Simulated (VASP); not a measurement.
All values below come from PBE GGA with D4 dispersion, VASP's PBE PAW potentials (set 64) (plane waves; VASP).

VASP input:

### INCAR
```
# general
SYSTEM   =  Nb
PREC     =  Accurate
ENCUT    =  520
LREAL    =  .FALSE.
LASPH    =  .TRUE.

# electronic loop
EDIFF    =  1E-6
NELM     =  100
ALGO     =  Normal
LMAXMIX  =  4

# smearing
ISMEAR   =  1
SIGMA    =  0.1

# functional
GGA      =  PE
IVDW     =  13

# ions
IBRION   =  2
NSW      =  60
ISIF     =  3
EDIFFG   =  -0.01

# output
LWAVE    =  .FALSE.
LCHARG   =  .FALSE.
```

**KPOINTS**
```
Regular mesh
0
gamma
  14 14 14
0 0 0
```

**POSCAR**
```
Nb
1
   -1.6500000000     1.6500000000     1.6500000000
    1.6500000000    -1.6500000000     1.6500000000
    1.6500000000     1.6500000000    -1.6500000000
Nb
1
Direct
  0.0000000000   0.0000000000   0.0000000000
```

POTCAR, in this order: Nb_sv (PBE.64 set). Program: vasp_std.

Q: What will the output report for the number of irreducible k-points (NKPTS), largest plane-wave count, number of space-group operations, FFT grid (NGX, NGY, NGZ)?

A: 
```yaml
number of irreducible k-points (NKPTS): 104
largest_plane_wave_count: 496
number_of_space_group_operations: 48
FFT grid (NGX, NGY, NGZ): 24 × 24 × 24
```

The compound is Nb in the bcc structure. This run relaxes it. Symmetry was kept, so distortions that lower it aren't found.
